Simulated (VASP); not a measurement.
An input for Quantum ESPRESSO's pw.x (written as the equivalent of a VASP run, and not itself run):

```
&CONTROL
  calculation = 'vc-relax'
  pseudo_dir = './pseudo'
  outdir = './out'
  tprnfor = .true.
  tstress = .true.
  nstep = 60
  forc_conv_thr = 0.00039
/
&SYSTEM
  ibrav = 0
  nat = 1
  ntyp = 1
  ecutwfc = 76
  occupations = 'smearing'
  smearing = 'methfessel-paxton'
  degauss = 0.00735
  input_dft = 'pbe'
/
&ELECTRONS
  conv_thr = 7.3e-08
  electron_maxstep = 100
/
&IONS
/
&CELL
/
ATOMIC_SPECIES
  Au 196.967 Au.upf
CELL_PARAMETERS angstrom
     0.0000000    2.0776498    2.0776498
     2.0776498    0.0000000    2.0776498
     2.0776498    2.0776498   -0.0000000
ATOMIC_POSITIONS crystal
  Au   0.0000000  0.0000000  0.0000000
K_POINTS automatic
  14 14 14 0 0 0
```

Translate this input to VASP (INCAR, KPOINTS, POSCAR, choice of POTCAR).

This is not unique; one that fits is 
POSCAR:
```
Au
1
    0.0000000000     2.0776498161     2.0776498161
    2.0776498161     0.0000000000     2.0776498161
    2.0776498161     2.0776498161    -0.0000000000
Au
1
Direct
  0.0000000000   0.0000000000   0.0000000000
```

**KPOINTS**
```
Automatic mesh
0
Gamma
14 14 14
0 0 0
```

**INCAR**
```
SYSTEM = Au
PREC = Accurate; ENCUT = 480; LREAL = .FALSE.
LASPH = .TRUE.
EDIFF = 1E-6; NELM = 100; ALGO = Normal
LMAXMIX = 6
ISMEAR = 1; SIGMA = 0.1
GGA = PE
IBRION = 2; NSW = 60; ISIF = 3
EDIFFG = -0.01
LWAVE = .FALSE.; LCHARG = .FALSE.
```

POTCAR, in this order: Au (PBE.64 set). Program: vasp_std.

The two are equivalent in intent, not identical: the potentials are each code's own (VASP's PAW set, PseudoDojo norm-conserving files in pw.x), so ENCUT and ecutwfc are chosen apart and not converted; conv_thr bounds pw.x's estimated SCF error, while EDIFF bounds the energy change between steps; forc_conv_thr acts on force components and is met together with etot_conv_thr.

The compound is Au in the fcc structure. It was relaxed first, which changed the volume by +6 %. The start is the result of an earlier pass.
